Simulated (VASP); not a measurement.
Ta2Au3:

```
CELL_PARAMETERS angstrom
4.54046 0.00000 0.00000
0.00000 4.54046 0.00000
0.00000 0.00000 4.54046
ATOMIC_POSITIONS crystal
Ta 0.50000 0.50000 0.50000
Ta 0.00000 0.00000 0.00000
Au 0.00000 0.50000 0.50000
Au 0.50000 0.00000 0.50000
Au 0.50000 0.50000 0.00000
```

The cell was built by a generator and needn't be a form met in nature.

The cell isn't the ideal one: random cell by space group and Wyckoff sites (Pm-3m, No. 221).

| Property | Result |
| --- | --- |
| Program | VASP 6.6.1 |
| Task | relaxation of cell and atoms |
| Functional | PBE |
| Potentials or basis | VASP PAW PBE potentials, release 64 (Ta_pv, Au) |
| Cutoff | 600 eV |
| k mesh | 4 × 4 × 4 |
| Occupations | gaussian, width 0.1 eV |
| Spin | no spin polarisation |

At the start: pressure 47.8 GPa; volume 18.72 Å³/atom.

Task: Where does the relaxation end?

Result: Over 5 steps the energy falls by 629.6 meV/atom and the volume is 24.16 Å³/atom (+29.1 %); space group Pm-3m (No. 221, to 0.05 Å).

The path:
| step | energy change (eV) | largest force (eV/Å) | pressure (GPa) | volume (Å³) |
| --- | --- | --- | --- | --- |
| 1 | 0.0000 | 0.0000 | 47.76 | 93.60 |
| 2 | 1.5684 | 0.0000 | -12.66 | 191.38 |
| 3 | -3.1082 | 0.0000 | -2.99 | 124.99 |
| 4 | -3.1427 | 0.0000 | -1.15 | 122.35 |
| 5 | -3.1482 | 0.0000 | 0.04 | 120.82 |

Final structure:
```xyz
5
Lattice="4.9437 0.0000 0.0000 0.0000 4.9437 0.0000 0.0000 0.0000 4.9437" Properties=species:S:1:pos:R:3 pbc="T T T"
Ta    2.4718    2.4718    2.4718
Ta    0.0000    0.0000    0.0000
Au    0.0000    2.4718    2.4718
Au    2.4718    0.0000    2.4718
Au    2.4718    2.4718    0.0000
```

Caveat: the volume moved by over 15 % at a fixed basis, so the end points are rough.
